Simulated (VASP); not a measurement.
Level of theory: B3LYP hybrid, VASP's PBE PAW potentials (set 64) (plane waves; VASP).

The input files of a VASP run:

**INCAR**
```
! general
SYSTEM    =  MgH2
PREC      =  Accurate
ENCUT     =  300
LREAL     =  .FALSE.
LASPH     =  .TRUE.
ISYM      =  3

! electronic loop
EDIFF     =  1E-6
NELM      =  100
ALGO      =  Normal

! smearing
ISMEAR    =  0
SIGMA     =  0.01

! functional
GGA       =  B3
AGGAC     =  0.81
AGGAX     =  0.72
ALDAC     =  0.19
LHFCALC   =  .TRUE.
AEXX      =  0.2
HFRCUT    =  -1
PRECFOCK  =  Fast

! ions
ISIF      =  2

! output
LWAVE     =  .FALSE.
LCHARG    =  .FALSE.
```

KPOINTS:
```
Automatic mesh
0
Gamma
4 4 4
0 0 0
```

**POSCAR**
```
MgH2
1
    4.4766900000     0.0000000000     0.0000000000
    0.0000000000     4.4766900000     0.0000000000
    0.0000000000     0.0000000000     2.9925400000
Mg H
2 4
Direct
  0.4992970000   0.4970810000   0.5004380000
 -0.0057550000  -0.0046300000   0.0073510000
  0.6917200000   0.6971020000   0.0013220000
  0.3052760000   0.3067530000  -0.0035220000
  0.8062960000   0.2012580000   0.5043140000
  0.2031660000   0.8024350000   0.4900970000
```

POTCAR, in this order: Mg H (PBE.64 set). Program: vasp_std.

At this cut-off the stress carries a Pulay error, which pulls relaxed volumes low.

Estimate the energy per atom (σ→0), pressure, largest force.

```yaml
energy per atom (σ→0): -3.272 eV/atom
pressure: -12.5 kbar
largest_force: 0.256 eV/Å
```

File OSZICAR:
```
...
DAV:  13    -0.196311301785E+02   -0.12549E-03   -0.71602E-05   680   0.684E-02    0.743E-02
DAV:  14    -0.196311855014E+02   -0.55323E-04   -0.18310E-05   616   0.381E-02    0.470E-02
DAV:  15    -0.196312094524E+02   -0.23951E-04   -0.58144E-06   624   0.229E-02    0.297E-02
DAV:  16    -0.196312197724E+02   -0.10320E-04   -0.21263E-06   584   0.144E-02    0.187E-02
DAV:  17    -0.196312242209E+02   -0.44485E-05   -0.81124E-07   312   0.918E-03    0.117E-02
DAV:  18    -0.196312261507E+02   -0.19298E-05   -0.39343E-07   312   0.668E-03    0.740E-03
DAV:  19    -0.196312269961E+02   -0.84539E-06   -0.14168E-07   304   0.404E-03
   1 F= -.19631227E+02 E0= -.19631227E+02  d E =-.428176E-41
```

The structure comes from a computed database's MgH2 entry; how it stands against other phases isn't given here. The cell was not relaxed at this level, atoms are displaced from their ideal sites. The k-mesh is coarse (spacing up to 0.52 per Å, 2π included), so the numbers may not be converged in it. The run is one of a series of settings (AEXX = 0.2, AGGAC = 0.81, AGGAX = 0.72, ALDAC = 0.19, GGA = B3, HFRCUT = -1, ISYM = 3, LHFCALC = .TRUE., PRECFOCK = Fast, KPOINTS 4×4×4 Γ-centred mesh against the base run), some of them coarse on purpose.
